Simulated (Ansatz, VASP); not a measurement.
**PtSe2 (Sudovikovite) in two plane-wave programs**

One calculation is typed for both programs; each brings its own data sets. How far apart do they land? The structure shown is the start of the Ansatz relaxation below; VASP solves that cell, so the two are compared at the walk's first step.

Program: Ansatz 0.2.0. Level of theory: plane waves, with VASP 6.6.1 beside it; single point at PBE with D3(BJ). Results are calculated unless marked as measured.

### 1. Starting point

Symmetry: P-3m1, No. 164, trigonal system. Conventional cell: a = 3.659 Å, b = 3.659 Å, c = 4.964 Å, α = 90.00°, β = 90.00°, γ = 120.00°. Se has 3 Pt at 2.49 Å nearest. Nearest to Pt lie 6 Se at 2.49 Å. Farther neighbours and most contacts between anions are not listed.

### 2. Ansatz: relaxation, PBE with D3(BJ)

Ansatz runs on its PAW soft_1 files.

The two programs are compared at the cell with which this relaxation starts, whose forces are those of its first step.

The input, input.yaml:

```yaml
crystal:
  lattice:
    - [3.6587093184, 0.0, 0.0]
    - [-1.8293546592, 3.1685352148, 0.0]
    - [0.0, 0.0, 4.9640398352]
  atoms:
    - { symbol: Se, position: [0.3333333333, 0.6666666667, 0.266408823] }
    - { symbol: Se, position: [0.6666666667, 0.3333333333, 0.733591177] }
    - { symbol: Pt, position: [0.0, 0.0, 0.0] }
kpoints:
  mp_grid: { grid: [15, 15, 10] }
hamiltonian:
  xc: pbe
  dispersion: d3bj
  pseudopotentials: { kind: paw, azcp: { folder: soft_1 } }
scf:
  occupations: { method: methfessel_paxton, width: 0.2 }
output:
  forces: true
  stress: true
  eigenvalues: true
relax:
  adjacent_minimum: "off"
  f_tol: 0.001
  max_steps: 60
  cell: { stress_tol: 0.01, fix: [a, b, gamma] }
```

The run is started by

```console
$ ansatz run input.yaml --threads 4 --pin off --max-ram 10240MiB --backend cpu --events-out ev --progress --plain --runs-dir out
```

Numbers of over 12 decimals in the logs are rounded to 6 here.

What it wrote:

```text
Engine: ansatz 0.2.0, x86_64-unknown-linux-gnu
Pseudopotentials: kind: paw
Pseudopotential: Se, paw, valence charge 16, recommended cutoff 420 eV (normal), soft_1/Se.paw.azcp
Pseudopotential: Pt, paw, valence charge 18, recommended cutoff 420 eV (normal), soft_1/Pt.paw.azcp
Functional definition: PBE
  parameter kappa = 0.804
  parameter beta = 0.066725
  exchange = pbe_x(kappa = kappa, mu = beta*pi^2/3)
  correlation = pbe_c(beta = beta)
Crystal: 3 atoms, lattice volume = 57.547 Å³
Basis set: ecut = 420 eV, 1133 PW (Γ), exchange–correlation on 50×50×72 points (8 copies of the dense FFT grid, shifted against one another)
Bands: 30, of which v1, the nominal top of the filled ones, is band 25 counted from 1 (24 counted from 0)
Symmetry: 12 space group operations
Space group: P-3m1 (ITA 164), of the structure as read, at distance tolerance 3.9e-5 Å
k-points: 238 of 2250
Non-local potential: Se, projectors of the file, l = 0: 2, l = 1: 2, l = 2: 3, l = 3: 1
Non-local potential: Pt, projectors of the file, l = 0: 3, l = 1: 2, l = 2: 2, l = 3: 1
PAW form: soft (Blöchl's): semilocal exchange-correlation on the pseudo side does not see the compensation charge
PAW one-centre angular grid: Se, 590 points (default); XC on 64 Gauss nodes
PAW one-centre angular grid: Pt, 590 points (default); XC on 64 Gauss nodes
Initial density: superposition of atomic densities (chi_scale 0.1, normalization cell, long waves kept (reshape's long-wave potential 0.01 eV rms))
Initial wavefunctions: pseudopotential atomic-orbital guess
Functional: x = pbe(κ = 0.804, μ = 0.219515), c = pbe(β = 0.066725)
SCF iter   1: F=—  HF=-23465.521614 eV  |F-HF|=—  |Δ(HF+E_count)|=         —  Δρ=5.04e-2  dr2=7.16e-1  ethr=3.10e-3  ⟨swp⟩=5.0  Hψ=26036  notcnv=0
preconditioner: auto → Kerker (q_TF=auto, 2.665 Å⁻¹)  [metal: Δε(μ)=0.017 eV  Ē_g=10.298 eV  σ=0.200 eV  W_gap=0.07  n_scr=22 (ndim 8)  ℏωp=23.0 eV  f_vac=0.007  D(μ)=0.58/eV (n_scr^D=2)]
SCF iter   2: F=—  HF=-23465.416047 eV  |F-HF|=—  |Δ(HF+E_count)|=   1.06e-1  S|Δr|=    0.00e0  Δρ=2.58e-2  dr2=2.34e-1  ethr=1.43e-3  ⟨swp⟩=2.0  Hψ=10042  notcnv=0  defer=89
SCF iter   3: F=—  HF=-23465.379779 eV  |F-HF|=—  |Δ(HF+E_count)|=   3.63e-2  S|Δr|=    0.00e0  Δρ=8.54e-3  dr2=4.37e-2  ethr=4.69e-4  ⟨swp⟩=2.0  Hψ=7987  notcnv=0  defer=89
SCF iter   4: F=—  HF=-23465.373160 eV  |F-HF|=—  |Δ(HF+E_count)|=   6.62e-3  S|Δr|=    0.00e0  Δρ=1.74e-3  dr2=4.72e-3  ethr=8.74e-5  ⟨swp⟩=2.9  Hψ=12825  notcnv=0  defer=89
SCF iter   5: F=—  HF=-23465.372854 eV  |F-HF|=—  |Δ(HF+E_count)|=   3.06e-4  S|Δr|=    0.00e0  Δρ=9.54e-4  dr2=1.11e-3  ethr=9.43e-6  ⟨swp⟩=2.0  Hψ=12045  notcnv=0  defer=89
SCF iter   6: F=—  HF=-23465.372624 eV  |F-HF|=—  |Δ(HF+E_count)|=   2.29e-4  S|Δr|=    0.00e0  Δρ=3.25e-4  dr2=1.10e-4  ethr=2.23e-6  ⟨swp⟩=2.0  Hψ=12054  notcnv=0  defer=89
SCF iter   7: F=—  HF=-23465.372656 eV  |F-HF|=—  |Δ(HF+E_count)|=   3.13e-5  S|Δr|=    0.00e0  Δρ=8.56e-5  dr2=6.32e-6  ethr=2.20e-7  ⟨swp⟩=2.0  Hψ=9694  notcnv=0  defer=89
SCF iter   8: F=—  HF=-23465.372666 eV  |F-HF|=—  |Δ(HF+E_count)|=   1.07e-5  S|Δr|=    0.00e0  Δρ=3.83e-5  dr2=1.37e-6  ethr=1.26e-8  ⟨swp⟩=2.0  Hψ=12026  notcnv=0  defer=89
SCF iter   9: F=—  HF=-23465.372667 eV  |F-HF|=—  |Δ(HF+E_count)|=   6.96e-7  S|Δr|=    0.00e0  Δρ=1.44e-5  dr2=1.17e-7  ethr=2.75e-9  ⟨swp⟩=2.0  Hψ=9674  notcnv=0  defer=89
SCF iter  10: F=-23465.372667 eV  HF=-23465.372667 eV  |F-HF|=7.66e-9  |Δ(HF+E_count)|=   4.90e-8  S|Δr|=    0.00e0  Δρ=5.38e-6  dr2=1.32e-8  ethr=2.00e-10  ⟨swp⟩=6.2  Hψ=28646  notcnv=0
SCF 1 converged in 10 iterations: F = -23465.372667 eV  dr2 = 1.32e-8
  greatest PAW one-centre occupation: 1.000 electrons in one spin orbital (limit 2), on the Pt atom at site 2 (counted from 0), in its partial waves of l = 0
relax step   1: F+E_penalty+E_count = -23465.37266708 eV  Δ(F+E_penalty+E_count) = +0.000e0 eV  max|allowed force component| = 2.222e-1 eV/Å  Δτ_max = 0.0000 Å  P = +5.958 GPa  Ω = 57.547 Å³  fix = [a, b, gamma]  reactions: a +7.837, b +7.837 GPa  (10 SCF iters, dr2 threshold 1.00e-7 eV, accepted)
[...]
relax step   3: F+E_penalty+E_count = -23465.37898104 eV  Δ(F+E_penalty+E_count) = -2.113e-3 eV  max|allowed force component| = 2.767e-3 eV/Å  Δτ_max = 0.0157 Å  P = +3.948 GPa  Ω = 58.508 Å³  energy of the carried Pulay correction = -2.801e-4 eV  fix = [a, b, gamma]  reactions: a +5.915, b +5.915 GPa  (5 SCF iters, dr2 threshold 3.00e-7 eV, accepted)
[...]
relax step   4: F+E_penalty+E_count = -23465.37897613 eV  Δ(F+E_penalty+E_count) = +4.914e-6 eV  max|allowed force component| = 7.255e-5 eV/Å  Δτ_max = 0.0008 Å  P = +3.937 GPa  Ω = 58.539 Å³  energy of the carried Pulay correction = -2.893e-4 eV  fix = [a, b, gamma]  reactions: a +5.903, b +5.903 GPa  (5 SCF iters, dr2 threshold 4.78e-10 eV, accepted)
[...]
relax step   5: F+E_penalty+E_count = -23465.37924906 eV  Δ(F+E_penalty+E_count) = -2.729e-4 eV  max|allowed force component| = 8.762e-6 eV/Å  Δτ_max = 0.0000 Å  P = +3.934 GPa  Ω = 58.539 Å³  fix = [a, b, gamma]  reactions: a +5.901, b +5.901 GPa  stress off target by 1.15e-3 GPa on what of the cell is left free  SCF on the basis re-selected at this cell (its energy is not comparable with the rows above)  (8 SCF iters)
basis re-selected at this cell: Δ(F+E_penalty+E_count) = -2.729e-4 eV, ΔP = -0.003 GPa vs the last step (what re-selecting the basis moved, of the pressure what is left beyond the Pulay correction that the steps carried, after the strain that the cell walked since its last selection, with what the two solves' SCF thresholds leave and, on support functions, any second-order correction that the steps lacked; it is no m [...]
SCF converged after 8 iterations
Stability not checked: this state was not tested for a lower state beside it, because cold or Methfessel-Paxton smearing, or corrected tetrahedra, fill the levels in a way that the test cannot read (fill_not_monotonic; see scf.lower_state_search)
Free energy (F): -23465.379249 eV
Harris-Foulkes:  -23465.379249 eV  (|F-HF|=7.28e-12)
Internal energy: -23465.380357 eV  (E = F + TS)
E sigma→0 (E₀):  -23465.379526 eV
Entropy (-TS):   0.001108 eV (0.369 meV/atom)
Fermi energy:    13.635895 eV
--- Per-component energies (eV) ---
  E_band       = -940.805206
  E_kinetic    = 819.832082
  E_local      = -6900.875993  (includes V_loc(G=0)·N_el)
  E_nonlocal   = -504.080026
  E_hartree    = 3396.716381
  E_xc         = -403.850571
  E_vxc        = -454.007670  (∫ρ·V_xc dr)
  E_paw        = -13744.576602  (= ΣΔE_a)
  E_vpaw       = -695.106744  (= ΣTr[D̂ρ^β])
  E_aug_tail   = 0.000394  (compensation charges beyond the density's cutoff)
  E_ewald      = -6127.055005
  E_disp       = -1.491016  (pairwise vdW)
  E_smearing   = 0.001108  (= −TS)
  E_closure    = -0.000000  (closes the sum)
  Σ components = -23465.379249   (vs F -23465.379249, Δ=0.00e0)
--- Forces (eV/Å), atoms counted from 1 ---
  atom   1  Se    -0.00000000     0.00000000    -0.00000876
  atom   2  Se     0.00000000    -0.00000000     0.00000876
  atom   3  Pt     0.00000000     0.00000000     0.00000000
  max |Σ_I F_I| component: 3.39e-21 eV/Å
--- Stress (GPa, compression-positive) ---
        5.900707      -0.000000      -0.000000
       -0.000000       5.900707       0.000000
       -0.000000       0.000000       0.001148
  P = ⅓ Tr σ = 3.9342 GPa (39.342 kbar)
--- Band table (eV; the first three rows and the last of 238) ---
  k-point 0: bands = [... 21 lower, 10.8539, 12.7805, 12.7805, 14.2496, 14.8987, 14.8987, 17.3053, 18.0504, ... 1 higher]
  k-point 1: bands = [... 21 lower, 10.8462, 12.7052, 12.7052, 13.9640, 15.0114, 15.0114, 17.3893, 18.3367, ... 1 higher]
  k-point 2: bands = [... 21 lower, 10.8150, 12.5308, 12.5308, 13.3132, 15.2909, 15.2909, 17.6385, 18.9813, ... 1 higher]
  k-point 237: bands = [... 21 lower, 9.1349, 10.0936, 11.1308, 11.1308, 15.8489, 15.8489, 20.3894, 20.7898, ... 1 higher]
--- Relaxed structure (4 steps of the walk, 4 accepted, 1 SCFs on fresh bases) ---
  F+E_penalty+E_count = -23465.37924906 eV   max|allowed force component| = 8.762e-6 eV/Å   (the final SCF, on the basis selected at the relaxed cell)
  cell:  # Å, volume = 58.5394 Å³
    - [3.658709, 0, 0]
    - [-1.829355, 3.168535, 0]
    - [0, 0, 5.049660]
  atoms:
    - { symbol: Se, position: [0.333333, 0.666667, 0.266265] }
    - { symbol: Se, position: [0.666667, 0.333333, 0.733735] }
    - { symbol: Pt, position: [0, 0.0, 0] }
```

### 3. VASP: single point, PBE with D3(BJ), start cell, pair 1

The same cell, functional, mesh and smearing now go to VASP, with its own data sets.

Lines of VASP's logs that name or quote its potential files are left out, and so is its time.

The input, INCAR:

```
SYSTEM = PtSe2
PREC = Accurate
ENCUT = 400
EDIFF = 1E-06
NELM = 120
ISMEAR = 1
SIGMA = 0.2
LREAL = .FALSE.
ALGO = Normal
GGA = PE
IVDW = 12
NBANDS = 17
LASPH = .TRUE.
LORBIT = 11
LWAVE = .FALSE.
LCHARG = .FALSE.
ISIF = 2
GGA_COMPAT = .FALSE.
KPAR = 2
```

The input, POSCAR:

```
PtSe2
1.0
    3.6587090000      0.0000000000      0.0000000000
   -1.8293550000      3.1685350000      0.0000000000
    0.0000000000      0.0000000000      4.9640400000
Se Pt
2 1
Direct
    0.3333334770      0.6666667719      0.2664088122
    0.6666667963      0.3333332281      0.7335911878
    0.0000000000      0.0000000000      0.0000000000
```

The input, KPOINTS:

```
Automatic mesh
0
Gamma
15 15 10
0 0 0
```

Potentials, in the order of the species: Se and Pt (PBE family, release 64).

The run is started by

```console
$ mpirun -np 2 vasp_std
```

What it wrote:

```text
[banner, memory and clock lines left out]
running    2 mpi-ranks, on    1 nodes
 distrk:  each k-point on    1 cores,    2 groups
 distr:  one band on    1 cores,    1 groups

 POSCAR found type information on POSCAR SePt
 POSCAR found :  2 types and       3 ions
 LDA part: xc-table for (Slater+PW92), standard interpolation
 POSCAR, INCAR and KPOINTS ok, starting setup
 FFT: planning ... GRIDC
 FFT: planning ... GRID_SOFT
 FFT: planning ... GRID
 WAVECAR not read
 entering main loop
       N       E                     dE             d eps       ncg     rms          rms(c)
DAV:   1     0.920975206430E+02    0.92098E+02   -0.87965E+03  8468   0.917E+02
DAV:   2    -0.111731193544E+02   -0.10327E+03   -0.10046E+03 10174   0.198E+02
DAV:   3    -0.147944447028E+02   -0.36213E+01   -0.36017E+01  9786   0.380E+01
DAV:   4    -0.148173917986E+02   -0.22947E-01   -0.22940E-01 10507   0.331E+00
DAV:   5    -0.148176177432E+02   -0.22594E-03   -0.22594E-03 10037   0.311E-01    0.134E+01
DAV:   6    -0.142694187080E+02    0.54820E+00   -0.40499E+00  8246   0.190E+01    0.822E+00
DAV:   7    -0.140939226602E+02    0.17550E+00   -0.78316E-01  8216   0.902E+00    0.412E+00
DAV:   8    -0.140766997952E+02    0.17223E-01   -0.47033E-02  9145   0.171E+00    0.820E-01
DAV:   9    -0.140747802191E+02    0.19196E-02   -0.70072E-03  9333   0.831E-01    0.162E-01
DAV:  10    -0.140749412448E+02   -0.16103E-03   -0.10720E-03  9611   0.229E-01    0.484E-02
DAV:  11    -0.140749410134E+02    0.23140E-06   -0.58550E-05 10372   0.655E-02    0.285E-02
DAV:  12    -0.140749439167E+02   -0.29033E-05   -0.83394E-06  8776   0.214E-02    0.443E-03
DAV:  13    -0.140749443097E+02   -0.39296E-06   -0.10695E-06  7545   0.772E-03
   1 F= -.15592089E+02 E0= -.15592396E+02  d E =0.920366E-03
```

Parts of OUTCAR (step 3):

```text
ion  position               nearest neighbor table
   1  0.333  0.667  0.266-   3 2.49   3 2.49   3 2.49
   2  0.667  0.333  0.734-   3 2.49   3 2.49   3 2.49
   3  0.000  0.000  0.000-   2 2.49   1 2.49   1 2.49   2 2.49   1 2.49   2 2.49

  LATTYP: Found a hexagonal cell.
 ALAT       =     3.6587090000
 C/A-ratio  =     1.3567736598

 Subroutine GETGRP returns: Found 12 space group operations
 (whereof 12 operations were pure point group operations)

The static configuration has the point symmetry D_3d.

 Found    238 irreducible k-points:

   k-points           NKPTS =    238   k-points in BZ     NKDIM =    238   number of bands    NBANDS=     17

   dimension x,y,z NGX =    24 NGY =   24 NGZ =   32
   dimension x,y,z NGXF=    48 NGYF=   48 NGZF=   64

   ENCUT  =  400.0 eV  29.40 Ry    5.42 a.u.   5.97  5.97  8.10*2*pi/ulx,y,z

   NELECT =      22.0000    total number of electrons

 k-points in reciprocal lattice and weights: Automatic mesh
   0.00000000  0.00000000  0.00000000       0.000
   0.06666667  0.00000000  0.00000000       0.003
   0.13333333  0.00000000  0.00000000       0.003
   0.20000000  0.00000000  0.00000000       0.003
   0.26666667  0.00000000  0.00000000       0.003
   0.33333333  0.00000000  0.00000000       0.003
   0.40000000 -0.00000000  0.00000000       0.003
   0.46666667  0.00000000  0.00000000       0.003
   0.06666667  0.06666667  0.00000000       0.003
[...]
0.33333333  0.26666667  0.50000000       0.005
   0.33333333  0.33333333  0.50000000       0.001

 average (electrostatic) potential at core
       1 -52.1422       2 -52.1422       3 -68.0095

 E-fermi :   7.1922

 k-point     1 :       0.0000    0.0000    0.0000
  band No.  band energies     occupation
    ...
      6       3.1587      2.00000
      7       3.1587      2.00000
      8       4.4019      2.00000
      9       6.2707      2.00000
     10       6.2707      2.00000
     11       7.8752     -0.00002
     12       8.4201     -0.00000
     13       8.4201     -0.00000
     14      10.7057     -0.00000
     15      11.6884      0.00000
    ...

 k-point     2 :       0.0667    0.0000    0.0000
  band No.  band energies     occupation
    ...
      6       3.0925      2.00000
      7       3.1229      2.00000
      8       4.3208      2.00000
      9       6.0171      2.00000
     10       6.2004      2.00000
     11       7.4662     -0.06561
     12       8.4687     -0.00000
     13       8.6327     -0.00000
     14      11.0850     -0.00000
     15      12.0043      0.00000
    ...

 k-point     3 :       0.1333    0.0000    0.0000
  band No.  band energies     occupation
    ...
      7       3.0338      2.00000
      8       4.0701      2.00000
      9       5.5324      2.00000
     10       5.9906      2.00000
     11       6.8268      2.02685
     12       8.6180     -0.00000
     13       8.8380     -0.00000
     14      11.8476      0.00000
     15      12.7401      0.00000
     16      14.1678      0.00000
    ...

 Edisp (eV)   -1.51714

  Total       2.80886     2.80886     0.78020    -0.00000     0.00000     0.00000
  in kB      78.20220    78.20220    21.72181    -0.00001     0.00000     0.00000
  external pressure =       59.38 kB  Pullay stress =        0.00 kB

  energy-cutoff  :      400.00
  volume of cell :       57.55
      direct lattice vectors                 reciprocal lattice vectors
     3.658709000  0.000000000  0.000000000     0.273320453  0.157801677  0.000000000
    -1.829355000  3.168535000  0.000000000     0.000000000  0.315603268  0.000000000
     0.000000000  0.000000000  4.964040000     0.000000000  0.000000000  0.201448820

 POSITION                                       TOTAL-FORCE (eV/Angst)
 -----------------------------------------------------------------------------------
     -0.00000      2.11236      1.32246        -0.000000      0.000000      0.230507
      1.82936      1.05618      3.64158         0.000000      0.000000     -0.230507
      0.00000      0.00000      0.00000         0.000000      0.000000      0.000000
 -----------------------------------------------------------------------------------
    total drift:                               -0.000313     -0.000000     -0.000000

  FREE ENERGIE OF THE ION-ELECTRON SYSTEM (eV)
  ---------------------------------------------------
  free  energy   TOTEN  =       -15.5920889877 eV

  energy  without entropy=      -15.5930093538  energy(sigma->0) =      -15.59239578

 total charge
# of ion       s       p       d       tot
------------------------------------------
    1        1.488   2.248   0.075   3.811
    2        1.488   2.248   0.075   3.811
    3        0.695   0.727   8.057   9.478
--------------------------------------------------
tot          3.670   5.222   8.208  17.101

[... 3 further parts left out ...]
```

The run ends at a pressure of 5.94 GPa, with forces up to 0.23 eV/Å.

### 4. Comparison

Known differences besides the potentials themselves: the data sets hold 50 valence electrons in Ansatz (on its PAW soft_1 files) and 22 in VASP; the cutoff is 420 eV in Ansatz and 400 eV in VASP. Total energies have different zeros and are not compared.

Forces (eV/Å; atoms numbered as in POSCAR):

```csv
atom,"Ansatz x, y, z","VASP x, y, z"
Se1,"0.000, 0.000, 0.222","0.000, 0.000, 0.231"
Se2,"0.000, 0.000, -0.222","0.000, 0.000, -0.231"
Pt3,"0.000, 0.000, 0.000","0.000, 0.000, 0.000"
```

The forces differ by 3.9 meV/Å r.m.s., which is 3.6 % of the r.m.s. force of 0.109 eV/Å (both taken over all components).

### 5. What the set-up changes

Further runs change the set-up of one program: Ansatz's method, potentials or start, or VASP's data sets, cutoff or form of LDA. The table gives that difference for each run.

```
                         run  r.m.s. force difference (meV/Å)
                    as above                              3.9
VASP with a cutoff of 500 eV (perhaps on Ansatz's relaxed cell)                              3.2
```

### 6. Ansatz: relaxation, PBE with D3(BJ)

The two programs are compared at the cell with which this relaxation starts, whose forces are those of its first step. The cell compared in this pair holds 58.19 Å³, against 57.55 Å³ for the pair before.

The structure compared here is the start of the Ansatz relaxation; VASP solves that cell, so the two are compared at the walk's first step.

input.yaml, the sections that differ from step 2:

```yaml
crystal:
  lattice:
    - [3.734146624, 0.0, 0.0]
    - [-1.867073312, 3.2338658378, 0.0]
    - [0.0, 0.0, 4.8183505498]
  atoms:
    - { symbol: Se, position: [0.3333333333, 0.6666666667, 0.2656428091] }
    - { symbol: Se, position: [0.6666666667, 0.3333333333, 0.7343571909] }
    - { symbol: Pt, position: [0.0, 0.0, 0.0] }
# kpoints, hamiltonian, scf, output, relax: as in step 2
```

The run is started by

```console
$ ansatz run input.yaml --threads 4 --pin off --max-ram 10240MiB --backend cpu --events-out ev --progress --plain --runs-dir out
```

What it wrote:

```text
[...]
Crystal: 3 atoms, lattice volume = 58.185 Å³
Basis set: ecut = 420 eV, 1145 PW (Γ), exchange–correlation on 50×50×72 points (8 copies of the dense FFT grid, shifted against one another)
Bands: 30, of which v1, the nominal top of the filled ones, is band 25 counted from 1 (24 counted from 0)
Symmetry: 12 space group operations
[...]
k-points: 238 of 2250
[...]
--- Relaxed structure (4 steps of the walk, 4 accepted, 1 SCFs on fresh bases) ---
[...]
cell:  # Å, volume = 59.0307 Å³
    - [3.734147, 0, 0]
    - [-1.867073, 3.233866, 0]
    - [0, 0, 4.888374]
  atoms:
    - { symbol: Se, position: [0.333333, 0.666667, 0.266142] }
    - { symbol: Se, position: [0.666667, 0.333333, 0.733858] }
    - { symbol: Pt, position: [0, 0, 0.0] }
[key lines of the parts left out:]
SCF converged after 7 iterations
Free energy (F): -23465.438366 eV
Fermi energy:    13.449234 eV
P = ⅓ Tr σ = 1.3056 GPa (13.056 kbar)
```

(Part 1 of 2 ends here.)

[Lines on the potential files, build, host, timing and source positions are cut from VASP's logs without a mark.]

[Logs are printed without paths, hosts, clocks, repeated set-up lines and the standing remarks that a program may print on its own settings, such as how far it seeks lower states.]

[Hosts, paths, dates, database ids (printed as entryN), source tags and the programs' standing remarks are cut or masked in the printed files.]

[Rows of further runs with another cutoff or data set may stand on the cell that Ansatz relaxed, not on the start cell of the pair above them.]
